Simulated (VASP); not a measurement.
Runs of VASP 6.6.1 on Pd. It takes space group Fm-3m (No. 225, cubic). The conventional cell has a = 3.917 Å, b = 3.917 Å, c = 3.917 Å, α = 90.00°, β = 90.00°, γ = 90.00°. Pd (site symmetry m-3m) is surrounded by 12 Pd at 2.77 Å. 

| task | level | potentials or basis | cell | cutoff (eV) | gap on the mesh (eV) | pressure (GPa) | relaxed volume (Å³/atom) |
| --- | --- | --- | --- | --- | --- | --- | --- |
| relaxation of cell and atoms | PBEsol | VASP PAW PBE potentials, release 64 (Pd) | relaxed | 480 | none | 0.0 | 14.52 |
| relaxation of cell and atoms | PBEsol | VASP PAW PBE potentials, release 64 (Pd) | relaxed | 600 | none | 0.0 | 14.52 |
| relaxation of cell and atoms | PBEsol | VASP PAW PBE potentials, release 64 (Pd) | relaxed | 300 | none | 0.1 | 14.49 |
| relaxation of cell and atoms | LDA | VASP PAW LDA potentials, release 64 (Pd) | relaxed | 600 | none | 0.0 | 14.16 |
| single point | PBEsol | VASP PAW PBE potentials, release 64 (Pd) | as given | 520 | none | (a) | - |

Alike in all rows: no spin polarisation; k mesh 18 × 18 × 18; smearing gaussian 0.1 eV.

Problem. Fill in the values left out.

Solution. (a) -6.4.

Caveats: the PAW data sets were made with another functional, which shifts forces and pressure a little (some runs); the cutoff is under 1.25 times the usual one of these potentials, so pressure, stress and relaxed cells hold a basis-set (Pulay) error (some runs).

A k mesh can miss the band edges, and the runs leave out spin-orbit coupling on Pd.

A gap of «none» marks a metal or a gap under the smearing width.
